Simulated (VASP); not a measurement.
Method: vdW-DF-cx, VASP's PBE PAW potentials (set 64) (plane waves; VASP 6.6.1).

VASP input:

INCAR:
```
AGGAC=0.0
ALGO=Normal
EDIFF=1E-6
EDIFFG=-0.01
ENCUT=520
GGA=CX
IBRION=2
ISIF=3
ISMEAR=1
LASPH=T
LCHARG=F
LMAXMIX=6
LREAL=F
LUSE_VDW=T
LWAVE=F
NELM=100
NSW=60
PREC=Accurate
SIGMA=0.1
SYSTEM=HfN
```

KPOINTS:
```
Automatic mesh
0
Gamma
13 13 13
0 0 0
```

POSCAR:
```
HfN
1
    0.0000000000     2.2600000000     2.2600000000
    2.2600000000     0.0000000000     2.2600000000
    2.2600000000     2.2600000000     0.0000000000
Hf N
1 1
Direct
  0.0000000000   0.0000000000   0.0000000000
  0.5000000000   0.5000000000   0.5000000000
```

POTCAR, in this order: Hf_pv N (PBE.64 set). Program: vasp_std.

Output of the run:

### OUTCAR
```
 ion  position               nearest neighbor table
   1  0.000  0.000  0.000-   2 2.26   2 2.26   2 2.26   2 2.26   2 2.26   2 2.26
   2  0.500  0.500  0.500-   1 2.26   1 2.26   1 2.26   1 2.26   1 2.26   1 2.26
  LATTYP: Found a face centered cubic cell.
 ALAT       =     4.5200000000
 Subroutine PRICEL returns:
 Original cell was already a primitive cell.
 Subroutine GETGRP returns: Found 48 space group operations
The static configuration has the point symmetry O_h .
The dynamic configuration has the point symmetry O_h .
 Subroutine INISYM returns: Found 48 space group operations
 Subroutine IBZKPT returns following result:
 Found     84 irreducible k-points:

 Following reciprocal coordinates:
            Coordinates               Weight
  0.000000  0.000000  0.000000      1.000000
  0.076923  0.000000  0.000000      8.000000
  0.153846  0.000000  0.000000      8.000000
  0.230769  0.000000  0.000000      8.000000
  0.307692  0.000000  0.000000      8.000000
  0.384615  0.000000  0.000000      8.000000
  0.461538  0.000000  0.000000      8.000000
  0.076923  0.076923  0.000000      6.000000
  0.153846  0.076923  0.000000     24.000000
...
```

OSZICAR:
```
       N       E                     dE             d eps       ncg     rms          rms(c)
DAV:   1     0.389330684265E+02    0.38933E+02   -0.82836E+03  1848   0.128E+03
DAV:   2    -0.194220603801E+02   -0.58355E+02   -0.54881E+02  2421   0.248E+02
DAV:   3    -0.214988381407E+02   -0.20768E+01   -0.20637E+01  2405   0.409E+01
DAV:   4    -0.215162025902E+02   -0.17364E-01   -0.17198E-01  2188   0.374E+00
DAV:   5    -0.215164960066E+02   -0.29342E-03   -0.29257E-03  2381   0.352E-01    0.496E+01
DAV:   6    -0.187538250184E+02    0.27627E+01   -0.14665E+01  2151   0.272E+01    0.412E+01
DAV:   7    -0.186884125466E+02    0.65412E-01   -0.66233E-01  2103   0.740E+00    0.260E+01
DAV:   8    -0.186745213303E+02    0.13891E-01   -0.12282E-01  2142   0.337E+00    0.578E+00
DAV:   9    -0.186651262829E+02    0.93950E-02   -0.53155E-02  2175   0.163E+00    0.163E+00
DAV:  10    -0.186646967386E+02    0.42954E-03   -0.21801E-03  2188   0.429E-01    0.301E-01
DAV:  11    -0.186647019055E+02   -0.51670E-05   -0.21012E-04  2260   0.130E-01    0.590E-02
DAV:  12    -0.186646987258E+02    0.31798E-05   -0.17326E-05  2279   0.382E-02    0.385E-02
DAV:  13    -0.186646984729E+02    0.25285E-06   -0.71998E-07  1191   0.940E-03
   1 F= -.18664698E+02 E0= -.18664594E+02  d E =-.186647E+02
       N       E                     dE             d eps       ncg     rms          rms(c)
DAV:   1    -0.187175959739E+02   -0.52897E-01   -0.16792E+00  1854   0.134E+01    0.441E+00
DAV:   2    -0.186709014246E+02    0.46695E-01   -0.76362E-02  1938   0.265E+00    0.202E+00
DAV:   3    -0.186572040587E+02    0.13697E-01   -0.29205E-02  2052   0.169E+00    0.126E+00
DAV:   4    -0.186567630515E+02    0.44101E-03   -0.16108E-03  2318   0.409E-01    0.795E-01
DAV:   5    -0.186567284525E+02    0.34599E-04   -0.16459E-04  2188   0.105E-01    0.889E-02
DAV:   6    -0.186567280603E+02    0.39222E-06   -0.16453E-05  2304   0.390E-02    0.158E-02
DAV:   7    -0.186567274772E+02    0.58308E-06   -0.68397E-07  1218   0.905E-03
   2 F= -.18656727E+02 E0= -.18656592E+02  d E =0.797100E-02
       N       E                     dE             d eps       ncg     rms          rms(c)
DAV:   1    -0.186939842494E+02   -0.37256E-01   -0.73204E-01  1848   0.880E+00    0.292E+00
DAV:   2    -0.186736885264E+02    0.20296E-01   -0.34508E-02  1932   0.177E+00    0.135E+00
DAV:   3    -0.186676959484E+02    0.59926E-02   -0.12872E-02  2067   0.110E+00    0.859E-01
DAV:   4    -0.186674915960E+02    0.20435E-03   -0.77600E-04  2323   0.281E-01    0.527E-01
DAV:   5    -0.186674654161E+02    0.26180E-04   -0.85296E-05  2198   0.766E-02    0.538E-02
DAV:   6    -0.186674638641E+02    0.15520E-05   -0.69777E-06  2276   0.264E-02    0.121E-02
DAV:   7    -0.186674639303E+02   -0.66206E-07   -0.28771E-07  1122   0.576E-03
   3 F= -.18667464E+02 E0= -.18667349E+02  d E =-.276546E-02
```

**OUTCAR**
```
------------------------ aborting loop because EDIFF is reached ----------------------------------------
  FORCE on cell =-STRESS in cart. coord.  units (eV):
  Direction    XX          YY          ZZ          XY          YZ          ZX
  --------------------------------------------------------------------------------------
  Total       -0.0025259     -0.0025259     -0.0025259      0.0000000      0.0000000      0.0000000
  in kB       -0.1773408     -0.1773408     -0.1773408      0.0000000      0.0000000      0.0000000
  external PRESSURE =      -0.1773408 kB  Pullay stress =       0.0000000 kB
  volume of cell :       22.82
      direct lattice vectors                 reciprocal lattice vectors
    -0.000000000  2.251293622  2.251293622    -0.222094530  0.222094530  0.222094530
     2.251293622 -0.000000000  2.251293622     0.222094530 -0.222094530  0.222094530
     2.251293622  2.251293622  0.000000000     0.222094530  0.222094530 -0.222094530
 POSITION                                       TOTAL-FORCE (eV/Angst)
 -----------------------------------------------------------------------------------
      0.00000      0.00000      0.00000         0.000000      0.000000      0.000000
      2.25129      2.25129      2.25129        -0.000000     -0.000000     -0.000000
 -----------------------------------------------------------------------------------
    total drift:                                0.000000     -0.000000     -0.000000
  FREE ENERGIE OF THE ION-ELECTRON SYSTEM (eV)
  ---------------------------------------------------
  free  energy   TOTEN  =       -18.6674639303 eV

  energy  without entropy=      -18.6671194418  energy(sigma->0) =      -18.66734910

 reached required accuracy - stopping structural energy minimisation
```
(Selected blocks of OUTCAR.)

### CONTCAR
```
HfN
   1.00000000000000
    -0.0000000000000000    2.2512936224591065    2.2512936224591065
     2.2512936224591065   -0.0000000000000000    2.2512936224591065
     2.2512936224591065    2.2512936224591065    0.0000000000000000
  Hf              N
     1     1
Direct
     0.0000000000000000    0.0000000000000000    0.0000000000000000
     0.5000000000000000    0.5000000000000000    0.5000000000000000
```

The compound is HfN in the rock salt structure. This run relaxes it. Symmetry was kept, so distortions that lower it aren't found. The electron count is odd and the run is not spin-polarised, which forces a metal.
